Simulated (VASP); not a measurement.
Energy against volume of CsPbBr3 (cubic perovskite). Calculation: LDA (Ceperley-Alder, Perdew-Zunger), VASP's LDA PAW potentials (set 64) (plane waves; VASP 6.6.1). Run with 520 eV cut-off, 4×4×4 Γ-centred mesh, Gaussian smearing of 0.050 eV, potentials Cs_sv Pb_d Br.

```tsv
V (Å³/atom)	E (eV/atom)
36.324	-3.54709
37.483	-3.55719
38.642	-3.56063
39.801	-3.55848
```

Q: Fit these four points and predict the energy of the run at 40.961 Å³/atom.

A: A cubic in V^(−2/3), the third-order Birch-Murnaghan form, passes through the four points with V0 = 38.74 Å³/atom and B0 = 25 GPa, and gives -3.5516 eV/atom there. The run gave -3.5516 eV/atom, +0.0 meV/atom from the fit; all five points give B0 = 25 GPa.

The compound is CsPbBr3 in the cubic perovskite structure, the ideal cubic form; the compound distorts at low or room temperature. It was relaxed first.
